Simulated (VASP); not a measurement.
Calculation: PBEsol GGA, VASP's PBE PAW potentials (set 64) (plane waves; VASP).

Input for VASP

**INCAR**
```
ALGO = Normal
EDIFF = 1E-6
EDIFFG = -0.01
ENCUT = 520
GGA = PS
IBRION = 2
ISIF = 3
ISMEAR = 0
LASPH = .TRUE.
LCHARG = .FALSE.
LMAXMIX = 4
LREAL = .FALSE.
LWAVE = .FALSE.
NELM = 100
NSW = 60
PREC = Accurate
SIGMA = 0.05
SYSTEM = PbSe
```

POSCAR:
```
PbSe
1.0
  0.0000000000   3.0600000000   3.0600000000
  3.0600000000   0.0000000000   3.0600000000
  3.0600000000   3.0600000000   0.0000000000
Pb Se
1 1
Cartesian
  0.0000000000   0.0000000000   0.0000000000
  3.0600000000   3.0600000000   3.0600000000
```

**KPOINTS**
```
Automatic mesh
0
Gamma
7 7 7
0 0 0
```

POTCAR, in this order: Pb_d Se (PBE.64 set). Program: vasp_std.

The resulting files:

File OSZICAR:
```
       N       E                     dE             d eps       ncg     rms          rms(c)
DAV:   1     0.157141567475E+03    0.15714E+03   -0.95421E+03   560   0.144E+03
DAV:   2     0.297422069182E+01   -0.15417E+03   -0.15125E+03   596   0.350E+02
DAV:   3    -0.891695780795E+01   -0.11891E+02   -0.11774E+02   728   0.103E+02
DAV:   4    -0.917450180571E+01   -0.25754E+00   -0.25746E+00   608   0.186E+01
DAV:   5    -0.918379806743E+01   -0.92963E-02   -0.92962E-02   772   0.347E+00    0.266E+00
DAV:   6    -0.892594538794E+01    0.25785E+00   -0.68508E-01   830   0.698E+00    0.151E+00
DAV:   7    -0.891892789608E+01    0.70175E-02   -0.10563E-01   618   0.192E+00    0.801E-01
DAV:   8    -0.891958214816E+01   -0.65425E-03   -0.10505E-02   644   0.133E+00    0.127E-01
DAV:   9    -0.891925214454E+01    0.33000E-03   -0.21130E-03   830   0.505E-01    0.468E-02
DAV:  10    -0.891928269563E+01   -0.30551E-04   -0.13447E-04   590   0.826E-02    0.160E-02
DAV:  11    -0.891928107178E+01    0.16238E-05   -0.30696E-05   818   0.658E-02    0.336E-03
DAV:  12    -0.891928114602E+01   -0.74233E-07   -0.21782E-06   546   0.179E-02
   1 F= -.89192811E+01 E0= -.89192811E+01  d E =-.891928E+01
       N       E                     dE             d eps       ncg     rms          rms(c)
DAV:   1    -0.895435310431E+01   -0.35072E-01   -0.10727E+00   686   0.189E+01    0.993E-01
DAV:   2    -0.892475048858E+01    0.29603E-01   -0.61155E-02   692   0.472E+00    0.361E-01
DAV:   3    -0.891998750669E+01    0.47630E-02   -0.21683E-02   680   0.260E+00    0.649E-02
DAV:   4    -0.892004941078E+01   -0.61904E-04   -0.49854E-04   560   0.244E-01    0.238E-02
DAV:   5    -0.892005691122E+01   -0.75004E-05   -0.55025E-05   714   0.109E-01    0.107E-02
DAV:   6    -0.892005738318E+01   -0.47196E-06   -0.35083E-06   548   0.273E-02
   2 F= -.89200574E+01 E0= -.89200574E+01  d E =-.776237E-03
       N       E                     dE             d eps       ncg     rms          rms(c)
DAV:   1    -0.892287032516E+01   -0.28134E-02   -0.85129E-02   686   0.543E+00    0.276E-01
DAV:   2    -0.892057248063E+01    0.22978E-02   -0.47311E-03   692   0.130E+00    0.101E-01
DAV:   3    -0.892019095954E+01    0.38152E-03   -0.17272E-03   680   0.732E-01    0.180E-02
DAV:   4    -0.892019140561E+01   -0.44607E-06   -0.40756E-05   560   0.721E-02    0.649E-03
DAV:   5    -0.892019043540E+01    0.97021E-06   -0.59548E-06   648   0.379E-02
   3 F= -.89201904E+01 E0= -.89201904E+01  d E =-.909289E-03
```

**OUTCAR**
```
------------------------ aborting loop because EDIFF is reached ----------------------------------------
  FORCE on cell =-STRESS in cart. coord.  units (eV):
  Direction    XX          YY          ZZ          XY          YZ          ZX
  --------------------------------------------------------------------------------------
  Total        0.0004339      0.0004339      0.0004339     -0.0000000     -0.0000000     -0.0000000
  in kB        0.0122518      0.0122518      0.0122518     -0.0000000     -0.0000000     -0.0000000
  external PRESSURE =       0.0122518 kB  Pullay stress =       0.0000000 kB
  volume of cell :       56.75
      direct lattice vectors                 reciprocal lattice vectors
     0.000000000  3.050038099  3.050038099    -0.163932378  0.163932378  0.163932378
     3.050038099  0.000000000  3.050038099     0.163932378 -0.163932378  0.163932378
     3.050038099  3.050038099  0.000000000     0.163932378  0.163932378 -0.163932378
  FREE ENERGIE OF THE ION-ELECTRON SYSTEM (eV)
  ---------------------------------------------------
  free  energy   TOTEN  =        -8.9201904354 eV

  energy  without entropy=       -8.9201904354  energy(sigma->0) =       -8.92019044

 reached required accuracy - stopping structural energy minimisation
```
(Selected blocks of OUTCAR.)

CONTCAR:
```
PbSe
   1.00000000000000
     0.0000000000000000    3.0500380990735940    3.0500380990735940
     3.0500380990735940    0.0000000000000000    3.0500380990735940
     3.0500380990735940    3.0500380990735940    0.0000000000000000
  Pb              Se
     1     1
Direct
     0.0000000000000000    0.0000000000000000    0.0000000000000000
     0.5000000000000000    0.5000000000000000    0.5000000000000000
```

The compound is PbSe in the rock salt structure. This run relaxes it. Symmetry was kept, so distortions that lower it aren't found.
